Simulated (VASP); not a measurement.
Be (hcp): the cohesive energy from VASP (plane waves, PAW) at several levels of theory. Atoms are spin-polarised in a large box without symmetry, with the spin fixed by Hund's rule, and may not be in the lowest state of each functional; no zero-point energy is added.

```json
[
 {"level": "LDA", "cohesive energy (eV/atom)": "4.22", "error against measurement": "+27.1 %"},
 {"level": "PBE", "cohesive energy (eV/atom)": "3.73", "error against measurement": "+12.2 %"},
 {"level": "PBEsol", "cohesive energy (eV/atom)": "3.97", "error against measurement": "+19.7 %"},
 {"level": "r2SCAN", "cohesive energy (eV/atom)": "3.80", "error against measurement": "+14.4 %"}
]
```

Measured: 3.32 eV/atom at 0 K (as given by Kittel, Introduction to Solid State Physics (2005); 0 K, 1 atm; zero-point vibration energy not added).

The cell of the LDA run:

```yaml
crystal:
  lattice:
    - [1.11475, -1.93081, 0.00000]
    - [1.11475, 1.93081, 0.00000]
    - [0.00000, 0.00000, 3.51777]
  atoms:
    - { symbol: Be, position: [0.33333, 0.66667, 0.25000] }
    - { symbol: Be, position: [0.66667, 0.33333, 0.75000] }
```

Only levels that ran to the end are used. Left out are those held back, those with too coarse a band path, GW runs whose mesh misses a band edge, hybrids' fits of cells that aren't cubic and levels without matching references; a question may draw on a part of the rest.

The compound is Be in the hcp structure.
